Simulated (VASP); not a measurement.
Here is the system:

```
CELL_PARAMETERS angstrom
      0.00000     2.13416     2.13416
      2.13416     0.00000     2.13416
      2.13416     2.13416     0.00000
ATOMIC_POSITIONS crystal
  Ti 0.00000 0.00000 0.00000
  N  0.50000 0.50000 0.50000
```

All values below come from revPBE GGA, VASP's PBE PAW potentials (set 64) (plane waves; VASP 6.6.1). Settings: 520 eV cut-off, 16×16×16 Γ-centred mesh, tetrahedra with Blöchl corrections, potentials Ti_sv N.

### Question
Predict the energy per atom (σ→0), band gap (on the k-mesh) with the smallest direct gap where there is one.

### Answer

```json
{
  "band gap (on the k-mesh)": "none (metal, semimetal or under 0.01 eV)",
  "energy per atom (σ→0)": "-9.424 eV/atom"
}
```

The absolute energy has meaning only against runs of the same code, potentials and settings.

The compound is TiN in the rock salt structure. It was relaxed first. The electron count is odd and the run is not spin-polarised, which forces a metal.
